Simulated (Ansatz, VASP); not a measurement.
**Na2Al in VASP and in Ansatz**

```
Na Al
1.0
     1.66219    0.95967    8.29699
    -1.66219    0.95967    8.29699
     0.00000   -1.91933    8.29699
Na Al
2 1
Direct
  0.76954 0.76954 0.76954
  0.23046 0.23046 0.23046
  0.00000 0.00000 0.00000
```

Alike in both runs: functional PBE; k mesh 6 × 6 × 6; occupations gaussian, width 0.1 eV; no spin polarisation.

Ansatz relaxed the structure, and its values are those at the end. VASP's run is a single point on that final structure, the one shown.

|  | VASP | Ansatz |
| --- | --- | --- |
| version | VASP 6.6.1 | Ansatz 0.2.0 |
| potentials or method | VASP PAW PBE potentials, release 64 (Na_pv, Al) | scalar-relativistic, plane waves, PAW |
| plane-wave cutoff (eV) | 520 | 420 |
| valence electrons in the cell | 17 | 21 |

Ansatz gave:

* gap on the k mesh at the Fermi level (eV): none
* pressure (GPa): 0.2
* rms of the force components (eV/Å): 0.014

Q: Which values does VASP return?

A: gap on the k mesh at the Fermi level (eV): none; pressure (GPa): 0.2; rms of the force components (eV/Å): 0.013.

A gap of «none» marks a metal or a gap that the smearing closes. The two sets of potentials don't hold the same shells in valence.

Caveats: the k mesh is coarse (spacing up to 0.37 Å⁻¹), so the values aren't converged.
